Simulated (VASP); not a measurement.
Data:

```
CELL_PARAMETERS angstrom
      3.81811     0.00000     0.00000
      0.00000     5.39962     0.00000
      0.00000     0.00000    26.48110
ATOMIC_POSITIONS crystal
  F  0.00000 0.26349 0.31804
  F  0.00000 0.73651 0.31804
  F  0.50000 0.24552 0.39291
  F  0.00000 0.24982 0.46310
  F  0.00000 0.75018 0.46310
  F  0.50000 0.75448 0.39291
  F  0.50000 0.25018 0.53690
  F  0.00000 0.25448 0.60709
  F  0.00000 0.74552 0.60709
  F  0.50000 0.74982 0.53690
  F  0.50000 0.23651 0.68196
  F  0.50000 0.76349 0.68196
  Cd 0.50000 0.50000 0.32537
  Cd 0.00000 0.00000 0.38810
  Cd 0.50000 0.50000 0.46556
  Cd 0.00000 0.00000 0.53444
  Cd 0.50000 0.50000 0.61190
  Cd 0.00000 0.00000 0.67463
```

Calculation: PBEsol GGA, VASP's PBE PAW potentials (set 64) (plane waves; VASP). Settings: PREC = Normal, LREAL = Auto, 450 eV cut-off, 5×4×1 Γ-centred mesh, Gaussian smearing of 0.050 eV, potentials F Cd.

**Question.** Predict the energy per atom (σ→0).

**Answer.** 
```yaml
energy per atom (σ→0): -365.0 kJ/mol-atom
```

Only differences to runs with the same potentials and settings are physical.

The cell is a thin slab with vacuum, built from CdF2 (fluorite): (110) face.
